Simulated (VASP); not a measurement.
Here is a VASP 6.6.1 calculation.

The input INCAR:

```
SYSTEM = Cu2F
ALGO = Normal
EDIFF = 1E-7
ENCUT = 520
GGA = PE
ISIF = 2
ISMEAR = -1
LASPH = .True.
LCHARG = .True.
LELF = .True.
LREAL = .False.
LVHAR = .True.
LWAVE = .False.
NBANDS = 22
NELM = 100
PREC = Accurate
SIGMA = 0.05
```

KPOINTS

```
k-points
0
Gamma
  13 13 13
  0 0 0
```

The input POSCAR:

```
Cu2F
1.0
   -1.2426972300      1.7704366000      3.7253784700
    1.2426972300     -1.7704366000      3.7253784700
    1.2426972300      1.7704366000     -3.7253784700
Cu F
2 1
Direct
    0.3529999900      0.3529999900      0.0000000000
    0.6470000100      0.6470000100      0.0000000000
    0.0000000000      0.0000000000      0.0000000000
```

Potentials or basis: VASP PAW PBE potentials, release 64 (Cu, F).

Command:

```bash
$ cat potpaw_PBE.64/Cu/POTCAR potpaw_PBE.64/F/POTCAR > POTCAR
$ mpirun -np 1 vasp_std > vasp.out
```

Q: Predict the band gap on the k mesh.

A: None (metal or under the smearing width).

Q: What does it give for the largest force?

A: 2.264 eV/Å.

Q: What does it give for the pressure?

A: 11.3 GPa.

Stress tensor (GPa, compression positive):
```
10.59  0.00  0.00
 0.00 -1.21  0.00
 0.00  0.00 24.47
```

Caveat: an odd number of electrons without spin polarisation forces a metal; a magnetic or distorted state may lie lower; the run has no spin polarisation, though such a crystal can be magnetic; semilocal functionals often make such compounds metallic where correlation or magnetic order opens a gap, which also shifts bond lengths. With open d or f shells a metallic result of PBE can be an artefact of self-interaction; +U or a hybrid may open a gap.
